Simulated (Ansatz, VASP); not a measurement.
NiS3 in VASP and in Ansatz

INCAR

```
PREC = Accurate
ENCUT = 600
EDIFF = 1E-6
ISMEAR = 0
SIGMA = 0.1
LREAL = F
LASPH = T
NELM = 150
ALGO = Normal
ISIF = 3
LWAVE = F
LCHARG = F
ISPIN = 2
MAGMOM = 0.72 0 0 0
LORBIT = 11
LMAXMIX = 4
GGA = PE
IBRION = 2
NSW = 90
EDIFFG = -0.04
```

KPOINTS

```
Automatic mesh
0
Gamma
  4 4 4
```

File POSCAR:

```
NiS3
1.0
    4.1448856936      0.0000000000      0.0000000000
    0.0000000000      4.1448856936      0.0000000000
    0.0000000000      0.0000000000      4.1448856936
Ni S
1 3
Direct
    0.0000000000      0.0000000000      0.0000000000
    0.0000000000      0.5000000000      0.5000000000
    0.5000000000      0.0000000000      0.5000000000
    0.5000000000      0.5000000000      0.0000000000
```

Input for Ansatz:

```yaml
crystal:
  lattice:
    - [4.1448856936, 0.0, 0.0]
    - [0.0, 4.1448856936, 0.0]
    - [0.0, 0.0, 4.1448856936]
  atoms:
    - { symbol: Ni, position: [0.0, 0.0, 0.0], spin: 0.72 }
    - { symbol: S, position: [0.0, 0.5, 0.5] }
    - { symbol: S, position: [0.5, 0.0, 0.5] }
    - { symbol: S, position: [0.5, 0.5, 0.0] }
basis:
  ecutwfc: 420
kpoints:
  mp_grid: { grid: [4, 4, 4] }
hamiltonian:
  xc: pbe
scf:
  occupations: { method: gaussian, width: 0.1 }
  lower_state_search: "off"
output:
  forces: true
  stress: true
  eigenvalues: true
  populations: true
magnetization:
  spin_polarized: true
relax:
  adjacent_minimum: "off"
  f_tol: 0.04
  max_steps: 70
  cell: { stress_tol: 0.4 }
```

Alike in both runs: task relaxation of cell and atoms; functional PBE; k mesh 4 × 4 × 4; occupations gaussian, width 0.1 eV; collinear spin.

|  | VASP | Ansatz |
| --- | --- | --- |
| version | VASP 6.6.1 | Ansatz 0.2.0 |
| potentials or method | VASP PAW PBE potentials, release 64 (Ni, S) | scalar-relativistic, plane waves, PAW |
| plane-wave cutoff (eV) | 600 | 420 |
| valence electrons in the cell | 28 | 36 |

Ansatz gave:

```
gap on the k mesh at the Fermi level, each at its own relaxed structure (eV) : none
net moment per atom (μB)                                                     : 0.16
size of the moment on the site where the two differ most (μB)                : 0.48
relaxed volume (Å³/atom)                                                     : 15.03
relaxed cell length with the largest relative difference (Å)                 : 3.917
energy change over the relaxation (meV/atom)                                 : -100
```

Estimate VASP's values.

gap on the k mesh at the Fermi level, each at its own relaxed structure (eV): none; net moment per atom (μB): 0.00; size of the moment on the site where the two differ most (μB): 0.00; relaxed volume (Å³/atom): 14.94; relaxed cell length with the largest relative difference (Å): 3.910; energy change over the relaxation (meV/atom): -99.

The net moments differ so much that the two runs ended in different magnetic states, which moves the other rows too. Site moments also hang on the region over which each program counts them. A gap of «none» marks a metal or a gap that the smearing closes. The two sets of potentials don't hold the same shells in valence.

Caveats: the k mesh is coarse (spacing up to 0.38 Å⁻¹), so the values aren't converged; the volume moved by over 15 % at a fixed basis, so the end points are rough (VASP).
